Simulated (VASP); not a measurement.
A convergence study with VASP on BaS (rock salt): one setting is varied, all else stays as given below, so the limit is that of these other settings. Each run relaxes cell and ions from the cell shown.

```yaml
crystal:
  lattice:
    - [0.00000, 3.19500, 3.19500]
    - [3.19500, 0.00000, 3.19500]
    - [3.19500, 3.19500, 0.00000]
  atoms:
    - { symbol: Ba, position: [0.00000, 0.00000, 0.00000] }
    - { symbol: S, position: [0.50000, 0.50000, 0.50000] }
```

Method: PBE GGA, VASP's PBE PAW potentials (set 64) (plane waves; VASP). The tightest run used: 550 eV cut-off, 11×11×11 Γ-centred mesh, Gaussian smearing of 0.050 eV, potentials Ba_sv S.

Unless said otherwise, spin-orbit coupling is left out, though it shifts the bands of the heavy elements here. Gaps are read on the run's mesh, which can miss a band edge.

| setting | relaxed volume (Å³/atom) | E (eV/atom) | gap on the mesh (eV) | irreducible k-points |
|---|---|---|---|---|
| 2×2×2 mesh | 34.567 | -4.9599 | 2.044 | 3 |
| 3×3×3 mesh | 33.791 | -5.0822 | 2.449 | 4 |
| 4×4×4 mesh | 33.667 | -5.0948 | 2.155 | 8 |

Task: These are the cheaper rows. Estimate the results at 11×11×11 mesh, and how far the last row shown lies from them.

Result: 
| quantity | tightest run | last row shown is off by |
|---|---|---|
| relaxed volume (Å³/atom) | 33.640 | 0.027 |
| E (eV/atom) | -5.0971 | 0.0023 |
| gap on the mesh (eV) | 2.182 | -0.027 |

Left out are rungs that failed or repeat a setting and relaxations that didn't move; long series are thinned to 24 rows.

The compound is BaS in the rock salt structure.
